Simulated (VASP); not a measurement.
Output of a VASP run:

**OSZICAR**
```
       N       E                     dE             d eps       ncg     rms          rms(c)
DAV:   1     0.214846368839E+03    0.21485E+03   -0.25564E+04  2048   0.134E+03
DAV:   2    -0.196488807192E+03   -0.41134E+03   -0.40489E+03  2356   0.361E+02
DAV:   3    -0.214885758068E+03   -0.18397E+02   -0.18131E+02  2632   0.669E+01
DAV:   4    -0.215230246271E+03   -0.34449E+00   -0.34319E+00  2568   0.929E+00
DAV:   5    -0.215236492624E+03   -0.62464E-02   -0.62310E-02  2622   0.123E+00    0.336E+01
DAV:   6    -0.204720537979E+03    0.10516E+02   -0.76846E+00  2592   0.190E+01    0.153E+01
DAV:   7    -0.200019824330E+03    0.47007E+01   -0.21774E+00  2330   0.833E+00    0.394E+00
DAV:   8    -0.202395088370E+03   -0.23753E+01   -0.19853E+00  2384   0.766E+00    0.188E+00
DAV:   9    -0.202436249141E+03   -0.41161E-01   -0.18386E-01  2406   0.251E+00    0.372E-01
DAV:  10    -0.202435415901E+03    0.83324E-03   -0.18772E-02  2684   0.745E-01    0.261E-01
DAV:  11    -0.202436594645E+03   -0.11787E-02   -0.63899E-03  2446   0.559E-01    0.735E-02
DAV:  12    -0.202436105418E+03    0.48923E-03   -0.29193E-03  2422   0.339E-01    0.405E-02
DAV:  13    -0.202436271367E+03   -0.16595E-03   -0.26690E-04  2488   0.126E-01    0.269E-02
DAV:  14    -0.202436222247E+03    0.49120E-04   -0.12563E-04  2496   0.792E-02    0.159E-02
DAV:  15    -0.202436265944E+03   -0.43697E-04   -0.46921E-05  2456   0.456E-02    0.493E-03
DAV:  16    -0.202436266435E+03   -0.49116E-06   -0.10351E-05  2368   0.226E-02    0.403E-03
DAV:  17    -0.202436268260E+03   -0.18255E-05   -0.50889E-06  2256   0.174E-02    0.165E-03
DAV:  18    -0.202436261504E+03    0.67560E-05   -0.13641E-06  2368   0.101E-02    0.499E-04
DAV:  19    -0.202436265083E+03   -0.35789E-05   -0.11632E-07  1448   0.280E-03    0.332E-04
DAV:  20    -0.202436262210E+03    0.28733E-05   -0.29919E-08  1260   0.137E-03    0.194E-04
DAV:  21    -0.202436263420E+03   -0.12098E-05   -0.41646E-09  1242   0.455E-04    0.108E-04
DAV:  22    -0.202436263401E+03    0.18629E-07   -0.11889E-09  1210   0.234E-04
   1 F= -.20243626E+03 E0= -.20243626E+03  d E =0.000000E+00
       N       E                     dE             ncg
       N       E                     dE             ncg
```

OUTCAR:
```
------------------------ aborting loop because EDIFF is reached ----------------------------------------
  FORCE on cell =-STRESS in cart. coord.  units (eV):
  Direction    XX          YY          ZZ          XY          YZ          ZX
  --------------------------------------------------------------------------------------
  Total        0.2033345      0.2033345     -0.3492319      0.0000000     -0.0000000      0.0000000
  in kB        2.5102349      2.5102353     -4.3113896      0.0000000     -0.0000000      0.0000000
  external PRESSURE =       0.2363602 kB  Pullay stress =       0.0000000 kB
  volume of cell :      129.78
      direct lattice vectors                 reciprocal lattice vectors
     4.777002523  0.000000000  0.000000000     0.209336293  0.120860357  0.000000000
    -2.388501262  4.137005819  0.000000000     0.000000000  0.241720714  0.000000000
     0.000000000  0.000000000  6.566979523     0.000000000  0.000000000  0.152277009
 POSITION                                       TOTAL-FORCE (eV/Angst)
 -----------------------------------------------------------------------------------
     -1.19425      2.06850      1.09450        -0.000000      0.000000     -0.000000
      2.38850      0.00000      3.28349        -0.000000      0.000000     -0.000000
      1.19425      2.06850      5.47248        -0.000000     -0.000000      0.000000
      2.38850      2.82451      3.28349         0.000000      0.034274     -0.000000
     -1.25184      3.48076      5.47248        -0.029682      0.017137     -0.000000
      1.13666      0.65625      1.09450        -0.029682     -0.017137      0.000000
      0.00000      1.31250      3.28349        -0.000000     -0.034274     -0.000000
      3.64035      0.65625      5.47248         0.029682     -0.017137     -0.000000
      1.25184      3.48076      1.09450         0.029682      0.017137      0.000000
 -----------------------------------------------------------------------------------
    total drift:                               -0.000000      0.000000      0.000852
  FREE ENERGIE OF THE ION-ELECTRON SYSTEM (eV)
  ---------------------------------------------------
  free  energy   TOTEN  =      -202.4362634012 eV

  energy  without entropy=     -202.4362634012  energy(sigma->0) =     -202.43626340

 total charge

# of ion       s       p       d       tot
------------------------------------------
    1        0.293   6.203   2.529   9.025
    2        0.293   6.203   2.529   9.025
    3        0.293   6.203   2.529   9.025
    4        0.743   0.901   0.000   1.644
    5        0.743   0.901   0.000   1.644
    6        0.743   0.901   0.000   1.644
    7        0.743   0.901   0.000   1.644
    8        0.743   0.901   0.000   1.644
    9        0.743   0.901   0.000   1.644
--------------------------------------------------
tot          5.333  24.017   7.588  36.938
```
(Selected blocks of OUTCAR.)

POSCAR:
```
TaSi2
1
    4.7770025231    -0.0000000000     0.0000000000
   -2.3885012615     4.1370058191     0.0000000000
   -0.0000000000    -0.0000000000     6.5669795228
Ta Si
3 6
Direct
  0.0000000000   0.5000000000   0.1666670000
  0.5000000000   1.0000000000   0.5000000000
  0.5000000000   0.5000000000   0.8333330000
  0.8413709187   0.6827418374   0.5000000000
  0.1586290813   0.8413709187   0.8333330000
  0.3172581626   0.1586290813   0.1666670000
  0.1586290813   0.3172581626   0.5000000000
  0.8413709187   0.1586290813   0.8333330000
  0.6827418374   0.8413709187   0.1666670000
```

**Question.** Reconstruct the remaining input files.

**Answer.** This is not unique; one that fits is the input of the run itself, r2SCAN meta-GGA, plane waves, VASP's PBE PAW potentials (set 64).

### KPOINTS
```
Automatic mesh
0
Gamma
8 8 5
0 0 0
```

**INCAR**
```
SYSTEM = TaSi2
PREC = Accurate; ENCUT = 400; LREAL = .FALSE.
LASPH = .TRUE.
EDIFF = 1E-7; NELM = 100; ALGO = Normal
LMAXMIX = 6; LMIXTAU = .TRUE.
ISMEAR = -5
METAGGA = R2SCAN
ISIF = 2
LWAVE = .FALSE.; LCHARG = .FALSE.; LORBIT = 11
NEDOS = 601
LEFG = .TRUE.
```

File KPOINTS_OPT:
```
k-points along high-symmetry lines
6
Line-mode
Reciprocal
  0.000000   0.000000   0.000000 ! GAMMA
  0.500000   0.000000   0.000000 ! M

  0.500000   0.000000   0.000000 ! M
  0.333333   0.333333   0.000000 ! K

  0.333333   0.333333   0.000000 ! K
  0.000000   0.000000   0.000000 ! GAMMA

  0.000000   0.000000   0.000000 ! GAMMA
  0.000000   0.000000   0.500000 ! A

  0.000000   0.000000   0.500000 ! A
  0.500000   0.000000   0.500000 ! L

  0.500000   0.000000   0.500000 ! L
  0.333333   0.333333   0.500000 ! H

  0.333333   0.333333   0.500000 ! H
  0.000000   0.000000   0.500000 ! A

  0.500000   0.000000   0.500000 ! L
  0.500000   0.000000   0.000000 ! M

  0.333333   0.333333   0.500000 ! H
  0.333333   0.333333   0.000000 ! K
```

POTCAR, in this order: Ta_pv Si (PBE.64 set). Program: vasp_std.

For a metal the tetrahedron method with Blöchl corrections gives inexact stress and forces.

The structure comes from a computed database's TaSi2 entry (P6_222); how it stands against other phases isn't given here. It was relaxed first. The electron count is odd and the run is not spin-polarised, which forces a metal.
